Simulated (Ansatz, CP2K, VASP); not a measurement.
## Code comparison for SrSi2Pd2 (P1, 5 atoms in the cell)

Self-consistent single point, at a second geometry (atoms moved at random). First geometry:

```
CELL_PARAMETERS angstrom
     -2.15218     2.15218     5.00017
      2.15218    -2.15218     5.00017
      2.15218     2.15218    -5.00017
ATOMIC_POSITIONS crystal
  Sr 0.00000 0.00000 0.00000
  Si 0.37361 0.37361 0.00000
  Si 0.62639 0.62639 0.00000
  Pd 0.25000 0.75000 0.50000
  Pd 0.75000 0.25000 0.50000
```

Second geometry:
```yaml
crystal:
  lattice:
    - [-2.15218, 2.15218, 5.00017]
    - [2.15218, -2.15218, 5.00017]
    - [2.15218, 2.15218, -5.00017]
  atoms:
    - { symbol: Sr, position: [0.00411, 0.99477, 0.99971] }
    - { symbol: Si, position: [0.39167, 0.38944, 0.02462] }
    - { symbol: Si, position: [0.61844, 0.62288, 0.99347] }
    - { symbol: Pd, position: [0.24394, 0.74359, 0.49902] }
    - { symbol: Pd, position: [0.74184, 0.24933, 0.48317] }
```

Shared settings, as Ansatz (a quantum-chemistry and plane-wave program) writes them: kpoints.mp_grid.grid = 9 9 9; scf.occupations.method = gaussian; scf.occupations.width = 0.0147 Ry. Potentials and cutoffs stand in the table.

```csv
code,model,ΔF from the first geometry (meV/atom),pressure (GPa),largest force (eV/Å),cutoff
VASP,"LDA (PZ), VASP's LDA PAW potentials (set 64)",16.8,-5.62,0.875,300 eV
Ansatz,"LDA (PW92), PAW files made with PBE",17.1,-5.85,0.891,default
CP2K,"LDA (Pade form), GPW, DZVP-MOLOPT-SR-GTH basis, GTH-PADE potentials (GTH_POTENTIALS)",17.7,-7.72,0.914,grid 500 Ry
```

Size of the force on each atom (eV/Å): Sizes of forces hide their directions.

| code | Sr1 | Si2 | Si3 | Pd4 | Pd5 |
|---|---|---|---|---|---|
| VASP | 0.169 | 0.875 | 0.499 | 0.335 | 0.535 |
| Ansatz | 0.166 | 0.891 | 0.535 | 0.327 | 0.520 |
| CP2K | 0.172 | 0.914 | 0.607 | 0.300 | 0.485 |

On Ansatz's run: spin polarisation is off.

The spread over the programs that give each value: ΔF from the first geometry within 0.9 meV/atom; pressure within 2.10 GPa; largest force within 0.039 eV/Å.

CP2K uses small atom-centred bases, whose incompleteness enters pressures, forces and empty levels differently from a plane-wave cutoff. Ansatz's pressure is given at a fixed set of plane waves, as the other plane-wave codes print theirs. The same LDA comes in different parametrisations, which differ slightly. In the pressure, CP2K (by 1.99) lies more than 1 GPa from the median of the plane-wave programs. In the force vectors, CP2K (by 0.103) lies more than 0.08 eV/Å from the median of the plane-wave programs.

VASP's run is marked for a possible Pulay error in its stress at this cutoff; no cutoff test was made.

The starting cell comes from a database of computed structures (which also holds hypothetical and non-ambient phases and stackings), without a prior relaxation at this level. For this run, on top of that: atoms moved at random.

Left out of this page: SIESTA (not drawn, or without a comparable value).

Keys are those of Ansatz 0.2.
